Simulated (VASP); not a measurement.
# Au (Gold) with rev-vdW-DF2: from relaxation to properties, part 2 of 4

Aim: relax Au (Gold) with rev-vdW-DF2, compute its properties on that cell and hold them against experiment. Left out of this account: 1 further run (phonons: it ended without a result to show). The start is a cell from a database of measured crystal structures.

VASP 6.6.1, plane waves and PAW; the level of theory is named at each step.

Still holding for the runs below: This run has no spin polarisation. Its electron count is odd, so without a moment it is a metal by construction. The k-mesh is coarse for a metal.

So far. Step 2 (Relaxing cell and atoms (rev-vdW-DF2)): It ends with forces that vanish by symmetry and a pressure of 0.01 GPa. The volume lies +3.8 % from that of the database's start. Step 3 (Second relaxation): It ends with forces that vanish by symmetry and a pressure of -0.02 GPa. The volume moved by only 0.07 %, so the volume is settled.

The database entry behind the starting cell differs from later determinations by our own check (0.1 to 0.3 % short, probably kX units), so it need not match the best structure at ambient conditions.

### Step 4. Single point with fields (rev-vdW-DF2)

Level of this step: rev-vdW-DF2; plane waves and PAW (Au) (VASP).

The relaxed cell gets a fresh self-consistent run, on a basis set for its own volume, to fix the density and to check the remaining stress.

INCAR reads:

```
SYSTEM = Au
PREC = Accurate
ENCUT = 400
EDIFF = 1E-06
NELM = 100
ISMEAR = 1
SIGMA = 0.2
LREAL = .FALSE.
ALGO = Normal
GGA = MK
AGGAC = 0
LUSE_VDW = .TRUE.
PARAM1 = 0.1234
PARAM2 = 0.711357
ZAB_VDW = -1.8867
LASPH = .TRUE.
NBANDS = 11
LORBIT = 11
LWAVE = .FALSE.
LCHARG = .TRUE.
ISIF = 2
LELF = .TRUE.
LVHAR = .TRUE.
```

POSCAR reads:

```
Au
1.0
    0.0000000000      2.0612047374      2.0612047374
    2.0612047374      0.0000000000      2.0612047374
    2.0612047374      2.0612047374      0.0000000000
Au
1
Direct
    0.0000000000      0.0000000000      0.0000000000
```

KPOINTS reads:

```
Automatic mesh
0
Gamma
11 11 11
0 0 0
```

The projector-augmented-wave data sets are Au (PBE family, release 64).

On the command line:

```
> mpirun -np 2 vasp_std
```

The program printed:

```text
[banner, memory and clock lines left out]
running    2 mpi-ranks, on    1 nodes
 distrk:  each k-point on    2 cores,    1 groups
 distr:  one band on    1 cores,    2 groups

 POSCAR found type information on POSCAR Au
 POSCAR found :  1 types and       1 ions
 [... a notice as in an earlier step ...]

 [... a notice as in an earlier step ...]

 LDA part: xc-table for (Slater+PW92), standard interpolation
|                                                                             |
|           W    W    AA    RRRRR   N    N  II  N    N   GGGG   !!!           |
|           W    W   A  A   R    R  NN   N  II  NN   N  G    G  !!!           |
|           W    W  A    A  R    R  N N  N  II  N N  N  G       !!!           |
|           W WW W  AAAAAA  RRRRR   N  N N  II  N  N N  G  GGG   !            |
|           WW  WW  A    A  R   R   N   NN  II  N   NN  G    G                |
|           W    W  A    A  R    R  N    N  II  N    N   GGGG   !!!           |
|                                                                             |
|     The number of bands has been changed from the values supplied in        |
|     The orbitals not found in the WAVECAR file will be initialized with     |
|     random numbers, which is usually adequate. For correlated               |
|     calculations, however, you should redo the groundstate calculation.     |
|     I found NBANDS = 11. Now, NBANDS = 12.                                  |
|                                                                             |

 POSCAR, INCAR and KPOINTS ok, starting setup
 FFT: planning ... GRIDC
 FFT: planning ... GRID_SOFT
 FFT: planning ... GRID
 WAVECAR not read
 entering main loop
       N       E                     dE             d eps       ncg     rms          rms(c)
DAV:   1     0.398886713721E+02    0.39889E+02   -0.48208E+03  1512   0.645E+02
DAV:   2    -0.862147782194E+00   -0.40751E+02   -0.38039E+02  1596   0.158E+02
DAV:   3    -0.132154834360E+01   -0.45940E+00   -0.45905E+00  1612   0.162E+01
DAV:   4    -0.132311439128E+01   -0.15660E-02   -0.15660E-02  1620   0.110E+00
DAV:   5    -0.132312632960E+01   -0.11938E-04   -0.11938E-04  1640   0.909E-02    0.857E+00
DAV:   6    -0.105524348154E+01    0.26788E+00   -0.74984E-01  1444   0.688E+00    0.544E+00
DAV:   7    -0.103719116600E+01    0.18052E-01   -0.56415E-02  1584   0.190E+00    0.268E+00
DAV:   8    -0.103474466809E+01    0.24465E-02   -0.11327E-03  1520   0.298E-01    0.237E-01
DAV:   9    -0.103473779458E+01    0.68735E-05   -0.10498E-05  1592   0.254E-02    0.257E-02
DAV:  10    -0.103474127919E+01   -0.34846E-05   -0.26141E-06  1616   0.150E-02    0.101E-03
DAV:  11    -0.103474127328E+01    0.59097E-08   -0.48664E-08   816   0.172E-03
   1 F= -.10347413E+01 E0= -.10352037E+01  d E =0.138728E-02
```

Elapsed: 5.4 s, on 2 MPI ranks of Intel Xeon 6975P-C (Granite Rapids), shared host; peak memory 0.39 GiB; 9.7 s of CPU time.

OUTCAR, selected parts (step 4):

```text
  LATTYP: Found a face centered cubic cell.
 ALAT       =     4.1224094748

The static configuration has the point symmetry O_h .

 Found     56 irreducible k-points:

   k-points           NKPTS =     56   k-points in BZ     NKDIM =     56   number of bands    NBANDS=     12

   NELECT =      11.0000    total number of electrons

 E-fermi :   8.9747

 k-point     1 :       0.0000    0.0000    0.0000
  band No.  band energies     occupation
    ...
      2       4.3582      2.00000
      3       4.3582      2.00000
      4       4.3582      2.00000
      5       5.8021      2.00000
      6       5.8021      2.00000
      7      23.5833      0.00000
      8      27.3121      0.00000
      9      27.3121      0.00000
     10      27.3121      0.00000
     11      32.2778      0.00000
    ...

 k-point     2 :       0.0909    0.0000    0.0000
  band No.  band energies     occupation
    ...
      2       4.2749      2.00000
      3       4.4492      2.00000
      4       4.4492      2.00000
      5       5.7648      2.00000
      6       5.7648      2.00000
      7      23.8700      0.00000
      8      25.7062      0.00000
      9      27.6228      0.00000
     10      27.6228      0.00000
     11      32.8541      0.00000
    ...

Total vdW correction in eV:      1.5037935

  Total       -0.0011996     -0.0011996     -0.0011996      0.0000000      0.0000000     -0.0000000
  in kB       -0.1097414     -0.1097414     -0.1097414      0.0000000      0.0000000     -0.0000000
  external PRESSURE =      -0.1097414 kB  Pullay stress =       0.0000000 kB

  energy-cutoff  :      400.00
  volume of cell :       17.51
      direct lattice vectors                 reciprocal lattice vectors
     0.000000000  2.061204737  2.061204737    -0.242576582  0.242576582  0.242576582
     2.061204737  0.000000000  2.061204737     0.242576582 -0.242576582  0.242576582
     2.061204737  2.061204737  0.000000000     0.242576582  0.242576582 -0.242576582

 POSITION                                       TOTAL-FORCE (eV/Angst)
 -----------------------------------------------------------------------------------
      0.00000      0.00000      0.00000         0.000000      0.000000      0.000000
 -----------------------------------------------------------------------------------
    total drift:                                0.000000      0.000000      0.000000

  FREE ENERGIE OF THE ION-ELECTRON SYSTEM (eV)
  ---------------------------------------------------
  free  energy   TOTEN  =        -1.0347412733 eV

  energy  without entropy=       -1.0361285554  energy(sigma->0) =       -1.03520370

Total vdW correction in eV:      1.5037929

[... 6 parts as in an earlier step ...]

[... 5 further parts left out ...]
```

This step gave:

* SCF cycles: 11
* bands: 12
* pressure: -0.01097 GPa

Valence electrons inside each PAW sphere by angular momentum. Sphere charges, by row:

```tsv
atom	s (e)	p (e)	d (e)	tot (e)
Au1	0.532	0.334	8.764	9.63
```

Electrostatic potential energy in the ac plane of the conventional cell at fractional y = 0.000, with atoms of Au within 0.2 Å of it. With pseudopotentials it is smooth inside the atoms' cores, unlike the true potential.

Ten even steps from '0' (-66 eV) to '9' (3 eV), each cell a mean:
```
00379999998520
12589999999742
56899999999875
88999876789998
99998533468999
99986200147999
99985100036999
99985200037999
99997421258999
99998755689999
67899988899987
34689999999853
01479999998620
00369999998510
```
Columns run along a (4.1 Å; values clipped at the 3rd and 97th percentile), rows up along c (4.1 Å), edges of the conventional cell, whose origin can differ from the input's. Atoms in or near the plane, at fractional coordinates: Au at (0.00, 0.00), Au at (0.50, 0.50).

ELF in the ac plane of the conventional cell at fractional y = 0.000, with atoms of Au within 0.2 Å of it. It is the smooth field of the valence electrons, not physical close to the nuclei.

Ten even steps from '_' (0.01) to '@' (0.33), each cell a mean:
```
____**@@##==------++%%@@--__
::==@@@@**++======++##@@##--
%%@@@@##****######****%%@@@@
@@%%##**##@@@@@@@@%%##**##%%
++++++##@@@@**++##@@%%**++++
--==++%%@@==____::##@@##==--
::--++@@%%::__--__++@@##==--
----++%%@@--______**@@##==--
====++##@@##--::==@@@@**++==
####****%%@@@@%%@@@@##****##
@@@@%%##**##%%@@%%##**##@@@@
++##@@%%**++++++++++##@@@@**
__::##@@##==----==++%%@@==__
--__++@@##==--::--++@@%%::__
```
Columns run along a (4.1 Å), rows up along c (4.1 Å), edges of the conventional cell, whose origin can differ from the input's. Atoms in or near the plane, at fractional coordinates: Au at (0.00, 0.00), Au at (0.50, 0.50).

Valence density in the ac plane of the conventional cell at fractional y = 0.000, with atoms of Au within 0.2 Å of it. It is the smooth field of the valence electrons, not physical close to the nuclei.

Values in e/Å³, 14 rows by 14 columns, each cell a mean:
```
4.1 3.2 1.9 0.8 0.3 0.1 0.1 0.1 0.1 0.2 0.5 1.3 2.5 3.7
2.7 2.2 1.3 0.6 0.3 0.2 0.1 0.1 0.2 0.2 0.3 0.8 1.7 2.5
1.4 1.1 0.6 0.3 0.3 0.3 0.3 0.3 0.3 0.2 0.3 0.4 0.8 1.3
0.5 0.4 0.3 0.3 0.3 0.6 0.8 0.9 0.7 0.4 0.3 0.3 0.3 0.5
0.2 0.2 0.2 0.3 0.6 1.3 1.9 2.1 1.6 0.9 0.4 0.2 0.2 0.2
0.1 0.1 0.2 0.4 1.1 2.2 3.2 3.5 2.8 1.6 0.7 0.3 0.2 0.1
0.1 0.1 0.2 0.5 1.4 2.7 4.1 4.6 3.5 2.1 0.9 0.3 0.1 0.1
0.1 0.1 0.2 0.5 1.3 2.5 3.7 4.1 3.2 1.9 0.8 0.3 0.1 0.1
0.1 0.2 0.2 0.3 0.8 1.7 2.5 2.7 2.2 1.3 0.6 0.3 0.2 0.1
0.3 0.3 0.2 0.3 0.4 0.8 1.3 1.4 1.1 0.6 0.3 0.3 0.3 0.3
0.9 0.7 0.4 0.3 0.3 0.3 0.5 0.5 0.4 0.3 0.3 0.3 0.6 0.8
2.1 1.6 0.9 0.4 0.2 0.2 0.2 0.2 0.2 0.2 0.3 0.6 1.3 1.9
3.5 2.8 1.6 0.7 0.3 0.2 0.1 0.1 0.1 0.2 0.4 1.1 2.2 3.2
4.6 3.5 2.1 0.9 0.3 0.1 0.1 0.1 0.1 0.2 0.5 1.4 2.7 4.1
```
Columns run along a (4.1 Å), rows up along c (4.1 Å), edges of the conventional cell, whose origin can differ from the input's. Atoms in or near the plane, at fractional coordinates: Au at (0.00, 0.00), Au at (0.50, 0.50).

In this run the pressure is -0.01 GPa, small enough to go on.

### Step 5. Bands along the symmetry lines (rev-vdW-DF2)

The mesh alone shows little of the dispersion and can miss band extrema, so KPOINTS_OPT adds a path through the symmetry points after the self-consistent cycle.

Edit INCAR of step 4 so:

```diff
@@ -16,8 +16,6 @@
 LASPH = .TRUE.
-NBANDS = 11
+NBANDS = 16
 LORBIT = 11
 LWAVE = .FALSE.
-LCHARG = .TRUE.
-ISIF = 2
-LELF = .TRUE.
-LVHAR = .TRUE.
+LCHARG = .FALSE.
+KPAR = 2
```

POSCAR is that of step 4.

KPOINTS is that of step 4.

KPOINTS_OPT reads:

```
Line mode
16
Line-mode
Reciprocal
  0.00000000   0.00000000   0.00000000 GAMMA
  0.50000000   0.00000000   0.50000000 X

  0.50000000   0.00000000   0.50000000 X
  0.50000000   0.25000000   0.75000000 W

  0.50000000   0.25000000   0.75000000 W
  0.37500000   0.37500000   0.75000000 K

  0.37500000   0.37500000   0.75000000 K
  0.00000000   0.00000000   0.00000000 GAMMA

  0.00000000   0.00000000   0.00000000 GAMMA
  0.50000000   0.50000000   0.50000000 L

  0.50000000   0.50000000   0.50000000 L
  0.62500000   0.25000000   0.62500000 U

  0.62500000   0.25000000   0.62500000 U
  0.50000000   0.25000000   0.75000000 W

  0.50000000   0.25000000   0.75000000 W
  0.50000000   0.50000000   0.50000000 L

  0.50000000   0.50000000   0.50000000 L
  0.37500000   0.37500000   0.75000000 K

  0.62500000   0.25000000   0.62500000 U
  0.50000000   0.00000000   0.50000000 X
```

On the command line:

```
> mpirun -np 2 vasp_std
```

The program printed:

```text
[... set-up lines as in an earlier step ...]
 entering main loop
       N       E                     dE             d eps       ncg     rms          rms(c)
DAV:   1     0.491336849491E+02    0.49134E+02   -0.43126E+03  1840   0.480E+02
DAV:   2    -0.567525136844E+00   -0.49701E+02   -0.46963E+02  2448   0.145E+02
DAV:   3    -0.132033115600E+01   -0.75281E+00   -0.75217E+00  2224   0.167E+01
DAV:   4    -0.132310671728E+01   -0.27756E-02   -0.27755E-02  2328   0.116E+00
DAV:   5    -0.132312627780E+01   -0.19561E-04   -0.19560E-04  2248   0.871E-02    0.857E+00
DAV:   6    -0.105521068415E+01    0.26792E+00   -0.64312E-01  2344   0.516E+00    0.542E+00
DAV:   7    -0.103718616786E+01    0.18025E-01   -0.50068E-02  2504   0.146E+00    0.269E+00
DAV:   8    -0.103474860029E+01    0.24376E-02   -0.10689E-03  2008   0.231E-01    0.262E-01
DAV:   9    -0.103473817936E+01    0.10421E-04   -0.12595E-05  2376   0.207E-02    0.390E-02
DAV:  10    -0.103474125304E+01   -0.30737E-05   -0.25208E-06  2088   0.111E-02    0.152E-03
DAV:  11    -0.103474126820E+01   -0.15164E-07   -0.63327E-08  1120   0.160E-03
   1 F= -.10347413E+01 E0= -.10352037E+01  d E =0.138729E-02
 Start KPOINTS_OPT (optional k-point list driver)
k-point batch [1-56\160]
       N       E                     dE             ncg
DAV:   1     0.542988948408E+04   -0.16494E+05     1880
DAV:   2     0.294844764335E+04   -0.24814E+04     2480
DAV:   3     0.291416540380E+04   -0.34282E+02     2288
DAV:   4     0.291401982840E+04   -0.14558E+00     2272
DAV:   5     0.291401862899E+04   -0.11994E-02     2328
DAV:   6     0.291401861777E+04   -0.11224E-04     2224
DAV:   7     0.291401861766E+04   -0.10514E-06     1952
[...]
k-point batch [113-160\160]
       N       E                     dE             ncg
DAV:   1     0.877264682917E+04   -0.16476E+05     1600
DAV:   2     0.658933893835E+04   -0.21833E+04     2112
DAV:   3     0.655876399916E+04   -0.30575E+02     1968
DAV:   4     0.655863061689E+04   -0.13338E+00     1960
DAV:   5     0.655862950046E+04   -0.11164E-02     2032
DAV:   6     0.655862949003E+04   -0.10436E-04     1960
DAV:   7     0.655862948993E+04   -0.92149E-07     1608
```

Elapsed: 11 s, on 2 MPI ranks; peak memory 0.44 GiB; 21 s of CPU time.

OUTCAR, selected parts (step 5):

```text
   k-points           NKPTS =     56   k-points in BZ     NKDIM =     56   number of bands    NBANDS=     16

   NELECT =      11.0000    total number of electrons

 E-fermi :   8.9747

Total vdW correction in eV:      1.5037934

  Total       -0.0012358     -0.0012358     -0.0012358     -0.0000000     -0.0000000      0.0000000
  in kB       -0.1130527     -0.1130527     -0.1130527     -0.0000000     -0.0000000      0.0000000
  external PRESSURE =      -0.1130527 kB  Pullay stress =       0.0000000 kB

  FREE ENERGIE OF THE ION-ELECTRON SYSTEM (eV)
  ---------------------------------------------------
  free  energy   TOTEN  =        -1.0347412682 eV

  energy  without entropy=       -1.0361285574  energy(sigma->0) =       -1.03520370

Total vdW correction in eV:      1.5037926

[... 16 parts as in an earlier step ...]

[... 2 further parts left out ...]
```

Spin-orbit coupling is off here; with elements this heavy it splits and shifts levels by tenths of an eV or more.

This step gave:

| Item | Value |
| --- | --- |
| bands | 16 |
| pressure | -0.01131 GPa |

The electronic bands at the labelled points (eV, zero at the Fermi level; # counts the bands kept):

```tsv
point	#2	#3	#4	#5	#6	#7	#8
Γ	-4.62	-4.62	-4.62	-3.17	-3.17	14.61	18.34
0.47 of the way	-5.58	-3.96	-3.58	-3.58	-2.70	14.97	14.97
X	-6.57	-2.07	-1.72	-1.72	1.04	5.42	9.84
0.53 of the way	-6.13	-3.39	-2.65	-1.72	3.27	4.82	8.63
W	-5.05	-5.05	-3.31	-1.72	4.43	6.15	6.15
0.53 of the way	-5.61	-4.20	-3.07	-1.92	3.91	4.91	7.16
K	-5.69	-3.78	-2.89	-2.14	3.63	4.54	7.21
0.47 of the way	-5.20	-4.51	-3.77	-3.63	-1.64	10.27	12.26
Γ	-4.62	-4.62	-4.62	-3.17	-3.17	14.61	18.34
0.47 of the way	-4.79	-4.34	-4.34	-3.08	-3.08	11.57	15.69
L	-4.65	-4.65	-2.03	-2.03	-0.88	2.81	14.04
0.47 of the way	-5.03	-4.10	-3.79	-2.12	1.73	2.79	12.56
U	-5.69	-3.78	-2.89	-2.14	3.63	4.54	7.21
0.47 of the way	-5.61	-4.20	-3.07	-1.92	3.91	4.91	7.16
W	-5.05	-5.05	-3.31	-1.72	4.43	6.15	6.15
0.47 of the way	-5.31	-4.29	-3.72	-2.16	2.86	2.86	11.41
L	-4.65	-4.65	-2.03	-2.03	-0.88	2.81	14.04
0.47 of the way	-5.03	-4.10	-3.79	-2.12	1.73	2.79	12.56
K	-5.69	-3.78	-2.89	-2.14	3.63	4.54	7.21
jump to U	-5.69	-3.78	-2.89	-2.14	3.63	4.54	7.21
0.47 of the way	-6.33	-2.66	-2.36	-1.84	2.40	4.96	8.54
X	-6.57	-2.07	-1.72	-1.72	1.04	5.42	9.84
```

The electronic bands as a text plot (rows in eV, shown from -8.0 to 6.1 only):

```
    5.9 |             *  *                        *
    5.3 |        *** * *                *        * *           **
    4.7 |           **  *                     *** *          *
    4.1 |           * **                        **  *       * *
    3.5 |               *                    * *   *         **
    2.9 |                *               ******     *********
    2.3 |          *                                 *     *   *
    1.7 |         *       *                 *
    1.1 |        *                                    *         *
    0.5 |                  *               *              *
    0.0 |       *                                      * *
   -0.6 |                   *             *             *
   -1.2 |                                *
   -1.8 |       *********    *           ***    ****  *****   ***
   -2.4 |    **** **     **   *        ** * ****    **   * *****
   -3.0 |**** *    *** *** **  ********    *  ****     *  *  *
   -3.6 | *****       * * *******           ** *  *** *     * *
   -4.2 | ****      *  * *    ***   ****    *** *    **   ****
   -4.8 |***         **   **** **************    **** *****
   -5.3 |   *        *** ** ***              ** ** ***     ***
   -5.9 |    **     *********                *******        * *
   -6.5 |     ******    *    *              *  *     **   ** ****
   -7.1 |    *   *                     *****           ***      *
   -7.7 |   *                 *       *
         Γ       X    W  K        Γ      L     U  W     L   K|U X
```

There is no gap at this level.

(Part 2 of 4 ends here.)

[Lines on the potential files, build, host, timing and source positions are cut from VASP's logs without a mark.]

[Logs are printed without paths, hosts, clocks, repeated set-up lines and the standing remarks that a program may print on its own settings, such as how far it seeks lower states.]

[Hosts, paths, dates, database ids (printed as entryN), source tags and the programs' standing remarks are cut or masked in the printed files.]

[A measured line is paired with the nearest computed mode of its activity, which favours agreement.]
